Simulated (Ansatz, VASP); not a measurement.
# InGaP2: VASP beside Ansatz, part 2 of 2

One calculation is typed for both programs; each brings its own data sets. How far apart do they land? The cell is generated by rule, not measured, and may not be a known phase. The cell is taken from a series of runs on this material, whose earlier steps may have relaxed, scaled, displaced or heated it; both programs get it as it stands.

VASP 6.6.1 and Ansatz 0.2.0.

So far: The structure; Ansatz: G0W0 gap, PBEsol.

## 3. VASP: G0W0 gap, PBEsol

Level of this step: G0W0 on PBEsol; plane waves and PAW (Ga_d_GW, P_GW, In_d_GW); invented cell (VASP).

The same cell, functional and mesh now go to VASP, with its own data sets.

Lines of VASP's logs that name or quote its potential files are left out, and so is its time.

The run reads the wave functions of an earlier VASP run, which isn't shown here.

Contents of INCAR:

```
SYSTEM = InGaP2
PREC = Accurate
ENCUT = 430
ISMEAR = 0
SIGMA = 0.01
LREAL = .FALSE.
GGA = PS
NBANDS = 400
ALGO = EVGW0
NELMGW = 1
ENCUTGW = 90
NOMEGA = 64
PRECFOCK = Fast
NBANDSGW = 48
LWAVE = .FALSE.
LCHARG = .FALSE.
```

Contents of POSCAR:

```
InGaP2
1.0
    3.9921846874      0.0000000000      0.0000000000
    0.0000000000      3.9946131011      0.0000000000
    0.0000000000      0.0000000000     11.3671180170
Ga P In
2 4 2
Direct
    0.0000000000      0.0000000000      0.0584875526
    0.5000000000      0.5000000000      0.2893808615
    0.5000000000      0.0000000000      0.1740143415
    0.0000000000      0.5000000000      0.4037060052
    0.5000000000      0.0000000000      0.6739100650
    0.0000000000      0.5000000000      0.9441462251
    0.0000000000      0.0000000000      0.5392547433
    0.5000000000      0.5000000000      0.8083718985
```

Contents of KPOINTS:

```
Automatic mesh
0
Gamma
4 4 2
0 0 0
```

The projector-augmented-wave data sets are Ga_d_GW, P_GW and In_d_GW (PBE family, release 64).

Run with:

```sh
$ mpirun -np 16 vasp_std
```

Numbers of over 12 decimals in the logs are rounded to 6 here.

Log:

```text
[banner, memory and clock lines left out]
running   16 mpi-ranks, on    1 nodes
 distrk:  each k-point on   16 cores,    1 groups
 distr:  one band on    1 cores,   16 groups

 POSCAR found type information on POSCAR GaP In
 POSCAR found :  3 types and       8 ions
|                                                                             |
|           W    W    AA    RRRRR   N    N  II  N    N   GGGG   !!!           |
|           W    W   A  A   R    R  NN   N  II  NN   N  G    G  !!!           |
|           W    W  A    A  R    R  N N  N  II  N N  N  G       !!!           |
|           W WW W  AAAAAA  RRRRR   N  N N  II  N  N N  G  GGG   !            |
|           WW  WW  A    A  R   R   N   NN  II  N   NN  G    G                |
|           W    W  A    A  R    R  N    N  II  N    N   GGGG   !!!           |
|                                                                             |
|     For optimal performance we recommend to set                             |
|       NCORE = 2 up to number-of-cores-per-socket                            |
|     NCORE specifies how many cores store one orbital (NPAR=cpu/NCORE).      |
|     This setting can greatly improve the performance of VASP for DFT.       |
|     The default, NCORE=1 might be grossly inefficient on modern             |
|     multi-core architectures or massively parallel machines. Do your        |
|     Unfortunately you need to use the default for GW and RPA                |
|     calculations (for HF NCORE is supported but not extensively tested      |
|     yet).                                                                   |
|                                                                             |

|                                                                             |
|               ----> ADVICE to this user running VASP <----                  |
|                                                                             |
|     You enforced a specific xc type in the INCAR file but a different       |
|     [... a line on the potential file left out ...]
|     I HOPE YOU KNOW WHAT YOU ARE DOING!                                     |
|                                                                             |

|                                                                             |
|           W    W    AA    RRRRR   N    N  II  N    N   GGGG   !!!           |
|           W    W   A  A   R    R  NN   N  II  NN   N  G    G  !!!           |
|           W    W  A    A  R    R  N N  N  II  N N  N  G       !!!           |
|           W WW W  AAAAAA  RRRRR   N  N N  II  N  N N  G  GGG   !            |
|           WW  WW  A    A  R   R   N   NN  II  N   NN  G    G                |
|           W    W  A    A  R    R  N    N  II  N    N   GGGG   !!!           |
|                                                                             |
|     The default for ENCUTGWSOFT is different in this version of VASP.       |
|     please manually set ENCUTGWSOFT =90 in the INCAR file.                  |
|                                                                             |

 LDA part: xc-table for (Slater+PW92), standard interpolation
 found WAVECAR, reading the header
 POSCAR, INCAR and KPOINTS ok, starting setup
 FFT: planning ... GRIDC
 FFT: planning ... GRID_SOFT
 FFT: planning ... GRID
 reading WAVECAR
 the WAVECAR file was read successfully
 initial charge from wavefunction
 available memory per node:     58.84 GB, setting MAXMEM to     60254

 The Fermi energy was updated, please check that it is located mid-gap
 values below the HOMO (VB) or above the LUMO (CB) will cause erroneous energies
 E-fermi :   4.5985

 calculate exact exchange contribution
 the WAVEDER file was read successfully
energies w=
    0.000    0.000    0.396    0.000    0.791    0.000    1.185    0.000
    1.575    0.000    1.963    0.000    2.346    0.000    2.726    0.000
    3.100    0.000    3.469    0.000    3.833    0.000    4.192    0.000
    4.547    0.000    4.896    0.000    5.241    0.000    5.582    0.000
    5.920    0.000    6.254    0.000    6.586    0.000    6.916    0.000
    7.245    0.000    7.574    0.000    7.902    0.000    8.232    0.000
    8.563    0.000    8.897    0.000    9.234    0.000    9.576    0.000
    9.924    0.000   10.278    0.000   10.640    0.000   11.012    0.000
   11.394    0.000   11.788    0.000   12.197    0.000   12.622    0.000
   13.065    0.000   13.530    0.000   14.019    0.000   14.535    0.000
   15.083    0.000   15.666    0.000   16.291    0.000   16.963    0.000
   17.691    0.000   18.483    0.000   19.351    0.000   20.306    0.000
   21.367    0.000   22.554    0.000   23.893    0.000   25.417    0.000
   27.169    0.000   29.209    0.000   31.614    0.000   34.493    0.000
   38.003    0.000   42.375    0.000   47.971    0.000   55.378    0.000
   65.635    0.000   80.750    0.000  105.195    0.000  151.336    0.000
 responsefunction array rank=     384
 LDA part: xc-table for (Slater+PW92), standard interpolation

 min. memory requirement per mpi rank    434.3 MB, per node   6949.1 MB

 allocating   4 responsefunctions rank=   384
 shmem allocating  64 responsefunctions rank=   384
 response function shared by NCSHMEM nodes    1
 Doing            4  frequencies on each core in blocks of           64
NQ=   1    0.0000    0.0000    0.0000,
|.........|.........|.........|.........|.........|.........|.........|.........
 performed       1529000 updates of chi_q(r,r)
 total number of BLAS operations       1490.70 Gflops
NQ=   2    0.2500    0.0000    0.0000,
|.........|.........|.........|.........|.........|.........|.........|.........
 performed       3442000 updates of chi_q(r,r)
 total number of BLAS operations       3344.91 Gflops
NQ=   3    0.5000    0.0000    0.0000,
|.........|.........|.........|.........|.........|.........|.........|.........
 performed       4971000 updates of chi_q(r,r)
 total number of BLAS operations       4913.49 Gflops
NQ=   4    0.0000    0.2500    0.0000,
|.........|.........|.........|.........|.........|.........|.........|.........
 performed       6884000 updates of chi_q(r,r)
 total number of BLAS operations       6767.69 Gflops
NQ=   5    0.2500    0.2500    0.0000,
|.........|.........|.........|.........|.........|.........|.........|.........
 performed       8951000 updates of chi_q(r,r)
 total number of BLAS operations       8793.80 Gflops
NQ=   6    0.5000    0.2500    0.0000,
|.........|.........|.........|.........|.........|.........|.........|.........
 performed      10864000 updates of chi_q(r,r)
 total number of BLAS operations      10669.38 Gflops
NQ=   7    0.0000    0.5000    0.0000,
|.........|.........|.........|.........|.........|.........|.........|.........
 performed      12393000 updates of chi_q(r,r)
 total number of BLAS operations      12237.96 Gflops
NQ=   8    0.2500    0.5000    0.0000,
|.........|.........|.........|.........|.........|.........|.........|.........
 performed      14306000 updates of chi_q(r,r)
 total number of BLAS operations      14113.54 Gflops
NQ=   9    0.5000    0.5000    0.0000,
|.........|.........|.........|.........|.........|.........|.........|.........
 performed      15835000 updates of chi_q(r,r)
 total number of BLAS operations      15629.98 Gflops
NQ=  10    0.0000    0.0000    0.5000,
|.........|.........|.........|.........|.........|.........|.........|.........
 performed      17364000 updates of chi_q(r,r)
 total number of BLAS operations      17095.17 Gflops
NQ=  11    0.2500    0.0000    0.5000,
|.........|.........|.........|.........|.........|.........|.........|.........
 performed      19277000 updates of chi_q(r,r)
 total number of BLAS operations      18970.74 Gflops
NQ=  12    0.5000    0.0000    0.5000,
|.........|.........|.........|.........|.........|.........|.........|.........
 performed      20806000 updates of chi_q(r,r)
 total number of BLAS operations      20487.19 Gflops
NQ=  13    0.0000    0.2500    0.5000,
|.........|.........|.........|.........|.........|.........|.........|.........
 performed      22719000 updates of chi_q(r,r)
 total number of BLAS operations      22362.77 Gflops
NQ=  14    0.2500    0.2500    0.5000,
|.........|.........|.........|.........|.........|.........|.........|.........
 performed      24786000 updates of chi_q(r,r)
 total number of BLAS operations      24412.09 Gflops
NQ=  15    0.5000    0.2500    0.5000,
|.........|.........|.........|.........|.........|.........|.........|.........
 performed      26699000 updates of chi_q(r,r)
 total number of BLAS operations      26352.53 Gflops
NQ=  16    0.0000    0.5000    0.5000,
|.........|.........|.........|.........|.........|.........|.........|.........
 performed      28228000 updates of chi_q(r,r)
 total number of BLAS operations      27868.97 Gflops
NQ=  17    0.2500    0.5000    0.5000,
|.........|.........|.........|.........|.........|.........|.........|.........
 performed      30141000 updates of chi_q(r,r)
 total number of BLAS operations      29809.41 Gflops
NQ=  18    0.5000    0.5000    0.5000,
|.........|.........|.........|.........|.........|.........|.........|.........
 performed      31670000 updates of chi_q(r,r)
 total number of BLAS operations      31539.69 Gflops
 resolving degeneracies of screened two electron integrals

 calculate QP shifts <psi_nk| G(iteration)W_0 |psi_nk>: iteration 1
 entering main loop
```

From OUTCAR (step 3):

```text
ion  position               nearest neighbor table
   1  0.000  0.000  0.058-   6 2.38   6 2.38   3 2.39   3 2.39
   2  0.500  0.500  0.289-   4 2.38   4 2.38   3 2.39   3 2.39
   3  0.500  0.000  0.174-   1 2.39   1 2.39   2 2.39   2 2.39
   4  0.000  0.500  0.404-   2 2.38   2 2.38   7 2.52   7 2.52
   5  0.500  0.000  0.674-   8 2.52   8 2.52   7 2.52   7 2.52
   6  0.000  0.500  0.944-   1 2.38   1 2.38   8 2.52   8 2.52
   7  0.000  0.000  0.539-   5 2.52   5 2.52   4 2.52   4 2.52
   8  0.500  0.500  0.808-   5 2.52   5 2.52   6 2.52   6 2.52

  LATTYP: Found a simple orthorhombic cell.
 ALAT       =     3.9921846874
 B/A-ratio  =     1.0006082919
 C/A-ratio  =     2.8473427226

 Subroutine GETGRP returns: Found  4 space group operations
 (whereof  4 operations were pure point group operations)

The static configuration has the point symmetry C_2v.

 Found     18 irreducible k-points:

   k-points           NKPTS =     18   k-points in BZ     NKDIM =     32   number of bands    NBANDS=    400

   dimension x,y,z NGX =    28 NGY =   28 NGZ =   80
   dimension x,y,z NGXF=    56 NGYF=   56 NGZF=  160

   ENCUT  =  430.0 eV  31.60 Ry    5.62 a.u.   6.75  6.75 19.22*2*pi/ulx,y,z

   NELECT =      72.0000    total number of electrons

  energy-cutoff  :      430.00
  volume of cell :      181.27
      direct lattice vectors                 reciprocal lattice vectors
     3.992184687  0.000000000  0.000000000     0.250489413  0.000000000  0.000000000
     0.000000000  3.994613101  0.000000000     0.000000000  0.250337135  0.000000000
     0.000000000  0.000000000 11.367118017     0.000000000  0.000000000  0.087973046

 k-points in reciprocal lattice and weights: Automatic mesh
   0.00000000  0.00000000  0.00000000       0.031
   0.25000000  0.00000000  0.00000000       0.062
   0.50000000  0.00000000  0.00000000       0.031
   0.00000000  0.25000000  0.00000000       0.062
   0.25000000  0.25000000  0.00000000       0.125
   0.50000000  0.25000000  0.00000000       0.062
   0.00000000  0.50000000  0.00000000       0.031
   0.25000000  0.50000000  0.00000000       0.062
   0.50000000  0.50000000  0.00000000       0.031
[...]
0.25000000  0.50000000  0.50000000       0.062
   0.50000000  0.50000000  0.50000000       0.031

 E-fermi :   4.5985

 QP shifts <psi_nk| G(iteration)W_0 |psi_nk>: iteration 1
 for sc-GW calculations column KS-energies equals QP-energies in previous step
 and V_xc(KS)=  KS-energies - (<T + V_ion + V_H > + <T+V_H+V_ion>^1  + <V_x>^1)
 k-point   1 :       0.0000    0.0000    0.0000
  band No.  KS-energies  QP-energies   sigma(KS)   V_xc(KS)     V^pw_x(r,r')   Z            occupation Imag(sigma)
    ...
     33       2.6583       2.2542     -12.0559     -11.5087     -13.8042       0.7386       2.0000       0.0535
     34       3.9810       3.6715     -12.7391     -12.3289     -13.7989       0.7544       2.0000       0.0367
     35       4.1169       3.7846     -12.8210     -12.3791     -14.0835       0.7521       2.0000       0.0409
     36       4.1233       3.7912     -12.8203     -12.3788     -14.0825       0.7522       2.0000       0.0410
     37       5.0736       5.4993     -10.7243     -11.2795      -7.1078       0.7668       0.0000      -0.0427
     38       5.4992       5.6615      -9.0813      -9.2910      -5.3259       0.7738       0.0000      -0.0544
     39       5.5970       5.8927      -9.6864     -10.0734      -5.9241       0.7640       0.0000      -0.0555
     40       6.4573       6.6953      -9.3642      -9.6722      -5.4652       0.7728       0.0000      -0.0510
    ...

 k-point   2 :       0.2500    0.0000    0.0000
  band No.  KS-energies  QP-energies   sigma(KS)   V_xc(KS)     V^pw_x(r,r')   Z            occupation Imag(sigma)
    ...
     33       2.6456       2.2472     -12.3116     -11.7742     -14.0383       0.7414       2.0000       0.0495
     34       2.8918       2.5370     -12.0324     -11.5575     -13.3948       0.7473       2.0000       0.0427
     35       2.9063       2.5124     -12.1913     -11.6598     -13.8689       0.7412       2.0000       0.0508
     36       3.8832       3.5401     -12.7058     -12.2485     -14.0578       0.7502       2.0000       0.0429
     37       5.9569       6.2273      -9.7307     -10.0848      -5.9257       0.7635       0.0000      -0.0568
     38       6.3448       6.7384     -10.4509     -10.9709      -6.5949       0.7570       0.0000      -0.0569
     39       6.6549       6.9816     -10.5395     -10.9685      -6.6043       0.7616       0.0000      -0.0481
     40       6.8784       7.2161     -10.4677     -10.9119      -6.4696       0.7602       0.0000      -0.0492
    ...

 k-point   3 :       0.5000    0.0000    0.0000
  band No.  KS-energies  QP-energies   sigma(KS)   V_xc(KS)     V^pw_x(r,r')   Z            occupation Imag(sigma)
    ...
     33       2.9938       2.6259     -12.3849     -11.8917     -13.8523       0.7459       2.0000       0.0442
     34       3.0100       2.6447     -12.3995     -11.9100     -13.8665       0.7463       2.0000       0.0442
     35       3.3049       2.9291     -12.3747     -11.8705     -13.9422       0.7453       2.0000       0.0485
     36       3.3600       2.9873     -12.3835     -11.8833     -13.9394       0.7451       2.0000       0.0483
     37       5.3929       5.7481     -10.2119     -10.6737      -6.5557       0.7691       0.0000      -0.0462
     38       5.4291       5.7899     -10.2239     -10.6931      -6.5489       0.7691       0.0000      -0.0464
     39       7.0115       7.3731     -10.2237     -10.7020      -6.0455       0.7559       0.0000      -0.0597
     40       7.0618       7.4250     -10.1965     -10.6772      -5.9876       0.7555       0.0000      -0.0598
    ...

 k-point   4 :       0.0000    0.2500    0.0000
  band No.  KS-energies  QP-energies   sigma(KS)   V_xc(KS)     V^pw_x(r,r')   Z            occupation Imag(sigma)
    ...
     33       2.6502       2.2519     -12.3148     -11.7776     -14.0417       0.7414       2.0000       0.0495
     34       2.8900       2.5351     -12.0313     -11.5562     -13.3943       0.7472       2.0000       0.0427
     35       2.9142       2.5205     -12.1910     -11.6597     -13.8681       0.7411       2.0000       0.0508
     36       3.8900       3.5471     -12.7046     -12.2475     -14.0564       0.7502       2.0000       0.0430
     37       5.9631       6.2345      -9.7349     -10.0903      -5.9282       0.7635       0.0000      -0.0569
     38       6.3510       6.7447     -10.4494     -10.9696      -6.5912       0.7570       0.0000      -0.0569
     39       6.6609       6.9883     -10.5425     -10.9724      -6.6053       0.7616       0.0000      -0.0481
     40       6.8863       7.2241     -10.4657     -10.9101      -6.4662       0.7602       0.0000      -0.0492
    ...

[... 4 further parts left out ...]
```

## 4. Differences

Known differences besides the potentials themselves: fixed occupations in Ansatz, narrow Gaussian smearing in VASP; the cutoff is 420 eV in Ansatz and 430 eV in VASP; Ansatz makes its cores anew for this functional, VASP keeps those of its PBE data sets; VASP leaves aspherical gradient terms in its spheres out (LASPH is not set), Ansatz keeps them; Ansatz integrates over frequency by contour deformation, VASP on a grid of NOMEGA points; Ansatz's G0W0 levels solve the quasiparticle equation, VASP's are linearised. Total energies have different zeros and are not compared.

Compared:

```
                   quantity  Ansatz  VASP  difference
  G0W0 gap on the mesh (eV)    1.68  1.71       -0.03
Kohn-Sham gap under it (eV)    0.95  0.95        0.00
```

## 5. Outcome

* difference in G0W0 gap on the mesh (G0W0 gap, PBEsol): -0.032 eV

In words: The difference in G0W0 gap on the mesh is -0.032 eV (G0W0 gap, PBEsol). Such differences can come from data sets, numerical settings and the points named under the comparisons, not from the functional's error against experiment.

[Lines on the potential files, build, host, timing and source positions are cut from VASP's logs without a mark.]

[Logs are printed without paths, hosts, clocks, repeated set-up lines and the standing remarks that a program may print on its own settings, such as how far it seeks lower states.]

[Hosts, paths, dates, database ids (printed as entryN), source tags and the programs' standing remarks are cut or masked in the printed files.]
